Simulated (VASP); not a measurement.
# NaLaMnMoO6 (P-1) in VASP: a series of runs, part 2 of 2

VASP 6.6.1.

## Step 3: Density of states, PBE, collinear spin, ferromagnetic start

Contents of POSCAR:

```
NaLaMnMoO6
1.0
    5.4052300000      0.0014200000      0.0014600000
    0.0745900000      5.4046000000     -0.0117500000
    0.0304100000     -0.0143300000      8.2207500000
Na La Mn Mo O
2 2 2 2 12
Direct
    0.5061900000      0.5065300000      0.2499900000
    0.4938100000      0.4934700000      0.7500100000
    0.0120700000      0.0123300000      0.2500100000
    0.9879300000      0.9876700000      0.7499900000
    0.5000000000      0.0000000000      0.0000000000
    0.0000000000      0.5000000000      0.5000000000
    0.0000000000      0.5000000000      0.0000000000
    0.5000000000      0.0000000000      0.5000000000
    0.9477800000      0.5427400000      0.2324600000
    0.0522200000      0.4572600000      0.7675400000
    0.2812100000      0.2800900000      0.0483000000
    0.7187900000      0.7199100000      0.9517000000
    0.2050700000      0.7990800000      0.9995200000
    0.7949300000      0.2009200000      0.0004800000
    0.4565200000      0.0517600000      0.7324800000
    0.5434800000      0.9482400000      0.2675200000
    0.2009700000      0.7948700000      0.4990200000
    0.7990300000      0.2051300000      0.5009800000
    0.2800700000      0.2811900000      0.4516900000
    0.7199300000      0.7188100000      0.5483100000
```

Contents of INCAR.step1:

```
SYSTEM = NaLaMnMoO6
ALGO     = Normal         ! electronic algorithm
EDIFF    = 1E-6           ! SCF threshold, eV
ENCUT    = 520            ! plane-wave cutoff, eV
GGA      = PE             ! functional
ISIF     = 2              ! what is computed and relaxed
ISMEAR   = -1             ! smearing method
ISPIN    = 2              ! spin polarisation
KPAR     = 4            
LASPH    = .TRUE.         ! aspherical terms in the spheres
LCHARG   = .TRUE.         ! write CHGCAR
LMAXMIX  = 6              ! l up to which the mixer works
LREAL    = .FALSE.        ! projectors in reciprocal space
LWAVE    = .FALSE.        ! write WAVECAR
MAGMOM   = 0 0 0 0 4 4 1 1 0 0 0 0 0 0 0 0 0 0 0 0 ! initial moments
NBANDS   = 101            ! bands
NELM     = 100            ! most SCF steps
PREC     = Accurate       ! precision mode
SIGMA    = 0.05           ! smearing width, eV
```

Contents of KPOINTS.step1:

```
k-points
0
G
  5 5 4
  0 0 0
```

Contents of INCAR.step2:

```
SYSTEM = NaLaMnMoO6
ALGO     = Normal         ! electronic algorithm
EDIFF    = 1E-6           ! SCF threshold, eV
ENCUT    = 520            ! plane-wave cutoff, eV
GGA      = PE             ! functional
ICHARG   = 11             ! starting density
ISIF     = 2              ! what is computed and relaxed
ISMEAR   = -5             ! smearing method
ISPIN    = 2              ! spin polarisation
KPAR     = 4            
LASPH    = .TRUE.         ! aspherical terms in the spheres
LCHARG   = .FALSE.        ! write CHGCAR
LMAXMIX  = 6              ! l up to which the mixer works
LORBIT   = 11             ! projections on sites
LREAL    = .FALSE.        ! projectors in reciprocal space
LWAVE    = .FALSE.        ! write WAVECAR
MAGMOM   = 0 0 0 0 4 4 1 1 0 0 0 0 0 0 0 0 0 0 0 0 ! initial moments
NBANDS   = 101            ! bands
NEDOS    = 2001           ! points of the DOS
NELM     = 100            ! most SCF steps
PREC     = Accurate       ! precision mode
SIGMA    = 0.05           ! smearing width, eV
```

Contents of KPOINTS.step2:

```
k-points
0
G
  8 8 6
  0 0 0
```

Potentials or basis: VASP PAW PBE potentials, release 64 (Na_pv, La, Mn_pv, Mo_sv, O).

On the command line:

```sh
> cat potpaw_PBE.64/Na_pv/POTCAR potpaw_PBE.64/La/POTCAR potpaw_PBE.64/Mn_pv/POTCAR potpaw_PBE.64/Mo_sv/POTCAR potpaw_PBE.64/O/POTCAR > POTCAR
> cp INCAR.step1 INCAR
> cp KPOINTS.step1 KPOINTS
> mpirun -np 4 vasp_std > vasp.out
> cp INCAR.step2 INCAR
> cp KPOINTS.step2 KPOINTS
> mpirun -np 4 vasp_std > vasp.out
```

OUTCAR:

```text
SYSTEM = NaLaMnMoO6
   EDIFF = 1E-6
   ENCUT = 520
   GGA = PE
   ICHARG = 11
   ISIF = 2
   ISMEAR = -5
   ISPIN = 2
   LASPH = .TRUE.
   LORBIT = 11
   LREAL = .FALSE.
   NELM = 100
   PREC = Accurate

 ion  position               nearest neighbor table
   1  0.506  0.507  0.250-
   2  0.494  0.493  0.750-
   3  0.012  0.012  0.250-  16 2.56  13 2.57  18 2.57   9 2.57  17 2.57  14 2.57  19 2.65  11 2.65
[... 4932 lines left out ...]
      5.43647      5.32862      6.15532        -0.017650     -0.019709      0.035832
      2.70262      0.00071      0.00073        -0.000000     -0.000000      0.000000
      0.05250      2.69514      4.10450        -0.000000     -0.000000      0.000000
[... 12 lines left out ...]
      1.54855      1.51364      3.71034        -0.209168      0.057226      0.194272
      3.96168      3.87805      4.50012         0.209168     -0.057226     -0.194272
 -----------------------------------------------------------------------------------
    total drift:                                0.000000     -0.000000     -0.000000

  FREE ENERGIE OF THE ION-ELECTRON SYSTEM (eV)
  ---------------------------------------------------
  free  energy   TOTEN  =      -155.6107810178 eV

  energy  without entropy=     -155.6107810178  energy(sigma->0) =     -155.61078102

 total charge

# of ion       s       p       d       f       tot
--------------------------------------------------
    1        0.044   5.984   0.000   0.000   6.028
    2        0.044   5.984   0.000   0.000   6.028
    3        2.004   5.703   0.532   0.230   8.468
    4        2.004   5.703   0.532   0.230   8.468
    5        0.258   6.297   5.024   0.000  11.579
    6        0.259   6.298   5.010   0.000  11.566
[... 12 lines left out ...]
   19        1.564   3.451   0.000   0.000   5.015
   20        1.564   3.451   0.000   0.000   5.015
--------------------------------------------------
tot         28.089  90.080  18.363   0.460 136.993

 magnetization (x)

# of ion       s       p       d       f       tot
--------------------------------------------------
    1        0.000   0.000   0.000   0.000   0.000
    2        0.000   0.000   0.000   0.000   0.000
    3        0.000  -0.000   0.001   0.003   0.004
    4        0.000  -0.000   0.001   0.003   0.004
    5       -0.003  -0.002  -0.338   0.000  -0.342
    6       -0.003  -0.002  -0.321   0.000  -0.326
[... 12 lines left out ...]
   19       -0.000  -0.008   0.000   0.000  -0.008
   20       -0.000  -0.008   0.000   0.000  -0.008
--------------------------------------------------
tot         -0.006   0.020  -0.572   0.006  -0.552
```

Wall time 1.5 h (4 MPI ranks of Intel Xeon 6975P-C (Granite Rapids), shared host); peak memory 5.2 GiB.

What came out:

| Item | Value |
| --- | --- |
| Net moment | -0.54 μB per cell |
| Site moments | Na +0.00; La +0.00; Mn -0.34, -0.33; Mo +0.06, +0.02; O -0.00, -0.01, +0.02 μB |
| Valence electrons inside the program's atomic spheres | Na 6.03; La 8.47; Mn 11.58, 11.57; Mo 12.33, 12.32; O 5.00, 5.01, 5.04 |

Levels at points of the mesh, in eV from the Fermi level:
Spin up:
```tsv
k point	band 77	band 78	band 79	band 80	band 81	band 82	band 83	band 84	band 85	band 86
(0.00, 0.00, 0.00)	-1.47	-1.40	-1.06	-0.86	-0.07	0.26	0.29	0.41	0.51	0.70
(0.50, 0.00, 0.00)	-0.61	-0.43	-0.35	-0.22	0.07	0.08	0.48	0.49	0.61	0.62
(0.00, 0.50, 0.00)	-0.54	-0.50	-0.35	-0.23	0.07	0.16	0.45	0.54	0.55	0.65
(0.50, 0.50, 0.00)	-1.26	-0.78	-0.39	-0.30	-0.09	0.24	0.31	0.42	0.78	0.79
(0.00, 0.00, 0.50)	-1.45	-1.38	-0.53	-0.43	-0.11	-0.10	0.37	0.43	0.84	0.87
(0.50, 0.00, 0.50)	-0.57	-0.41	-0.20	-0.14	0.25	0.31	0.32	0.44	0.49	0.52
(0.00, 0.50, 0.50)	-0.50	-0.46	-0.28	-0.07	0.25	0.32	0.34	0.44	0.47	0.54
(0.50, 0.50, 0.50)	-0.62	-0.51	-0.34	-0.34	-0.01	0.00	0.55	0.55	0.73	0.74
```
Spin down:
| k point | band 78 | band 79 | band 80 | band 81 | band 82 | band 83 | band 84 | band 85 | band 86 | band 87 |
| --- | --- | --- | --- | --- | --- | --- | --- | --- | --- | --- |
| (0.00, 0.00, 0.00) | -1.28 | -1.10 | -1.07 | -0.81 | -0.39 | -0.20 | 0.32 | 0.50 | 0.72 | 0.89 |
| (0.50, 0.00, 0.00) | -0.93 | -0.63 | -0.54 | 0.03 | 0.14 | 0.26 | 0.29 | 0.49 | 0.56 | 0.65 |
| (0.00, 0.50, 0.00) | -0.95 | -0.62 | -0.57 | -0.01 | 0.19 | 0.25 | 0.28 | 0.45 | 0.60 | 0.72 |
| (0.50, 0.50, 0.00) | -1.37 | -0.92 | -0.53 | -0.25 | 0.17 | 0.28 | 0.41 | 0.66 | 0.81 | 0.89 |
| (0.00, 0.00, 0.50) | -1.12 | -1.08 | -0.93 | -0.64 | -0.63 | 0.30 | 0.31 | 0.65 | 0.79 | 0.92 |
| (0.50, 0.00, 0.50) | -0.87 | -0.52 | -0.45 | 0.08 | 0.18 | 0.39 | 0.43 | 0.51 | 0.58 | 0.75 |
| (0.00, 0.50, 0.50) | -0.90 | -0.55 | -0.44 | 0.07 | 0.21 | 0.39 | 0.42 | 0.52 | 0.59 | 0.77 |
| (0.50, 0.50, 0.50) | -1.05 | -0.83 | -0.73 | 0.23 | 0.27 | 0.39 | 0.39 | 0.59 | 0.64 | 0.90 |

States per cell in windows of 0.5 eV (zero at the Fermi level; states under -8 eV left out):
| from (eV) | up | down | La3_f_down | La4_f_down | La3_f_up | La4_f_up | Mn6_d_down | Mn5_d_down |
| --- | --- | --- | --- | --- | --- | --- | --- | --- |
| -8.0 | 0.47 | 0.47 | 0.00 | 0.00 | 0.00 | 0.00 | 0.01 | 0.01 |
| -7.5 | 1.59 | 1.58 | 0.00 | 0.00 | 0.00 | 0.00 | 0.04 | 0.03 |
| -7.0 | 3.93 | 3.88 | 0.00 | 0.00 | 0.00 | 0.00 | 0.09 | 0.10 |
| -6.5 | 3.68 | 3.62 | 0.00 | 0.00 | 0.00 | 0.00 | 0.08 | 0.07 |
| -6.0 | 3.52 | 3.58 | 0.00 | 0.00 | 0.00 | 0.00 | 0.09 | 0.08 |
| -5.5 | 3.28 | 3.30 | 0.01 | 0.01 | 0.01 | 0.01 | 0.12 | 0.12 |
| -5.0 | 3.54 | 3.58 | 0.01 | 0.01 | 0.01 | 0.01 | 0.14 | 0.15 |
| -4.5 | 3.46 | 3.47 | 0.01 | 0.01 | 0.01 | 0.01 | 0.13 | 0.12 |
| -4.0 | 4.54 | 4.48 | 0.02 | 0.02 | 0.02 | 0.02 | 0.09 | 0.09 |
| -3.5 | 5.03 | 5.10 | 0.02 | 0.02 | 0.02 | 0.02 | 0.08 | 0.08 |
| -3.0 | 3.52 | 3.44 | 0.01 | 0.01 | 0.01 | 0.01 | 0.03 | 0.03 |
| -2.5 | 0.00 | 0.00 | 0.00 | 0.00 | 0.00 | 0.00 | 0.00 | 0.00 |
| -2.0 | 0.00 | 0.02 | 0.00 | 0.00 | 0.00 | 0.00 | 0.01 | 0.01 |
| -1.5 | 0.33 | 1.28 | 0.00 | 0.00 | 0.00 | 0.00 | 0.51 | 0.37 |
| -1.0 | 1.77 | 2.59 | 0.01 | 0.01 | 0.01 | 0.01 | 0.83 | 0.92 |
| -0.5 | 2.73 | 1.47 | 0.01 | 0.01 | 0.01 | 0.01 | 0.41 | 0.51 |
| 0.0 | 2.41 | 2.36 | 0.01 | 0.01 | 0.01 | 0.01 | 0.62 | 0.62 |
| 0.5 | 5.25 | 5.07 | 0.04 | 0.04 | 0.04 | 0.04 | 0.49 | 0.64 |
| 1.0 | 1.92 | 1.61 | 0.01 | 0.01 | 0.01 | 0.01 | 0.40 | 0.20 |
| 1.5 | 1.25 | 1.95 | 0.03 | 0.03 | 0.03 | 0.03 | 0.54 | 0.53 |
| 2.0 | 3.22 | 2.58 | 1.19 | 1.19 | 1.16 | 1.16 | 0.01 | 0.02 |
| 2.5 | 11.54 | 11.58 | 5.41 | 5.41 | 5.38 | 5.38 | 0.03 | 0.03 |
| 3.0 | 0.00 | 0.00 | 0.00 | 0.00 | 0.00 | 0.00 | 0.00 | 0.00 |
| 3.5 | 0.00 | 0.00 | 0.00 | 0.00 | 0.00 | 0.00 | 0.00 | 0.00 |
| 4.0 | 0.00 | 0.00 | 0.00 | 0.00 | 0.00 | 0.00 | 0.00 | 0.00 |
| 4.5 | 0.00 | 0.00 | 0.00 | 0.00 | 0.00 | 0.00 | 0.00 | 0.00 |
| 5.0 | 0.00 | 0.00 | 0.00 | 0.00 | 0.00 | 0.00 | 0.00 | 0.00 |
| 5.5 | 0.00 | 0.00 | 0.00 | 0.00 | 0.00 | 0.00 | 0.00 | 0.00 |

Caveat: the moment fell far below its start of 4 μB, so a state of higher moment may lie lower in energy; semilocal functionals often make such compounds metallic where correlation or magnetic order opens a gap, which also shifts bond lengths.
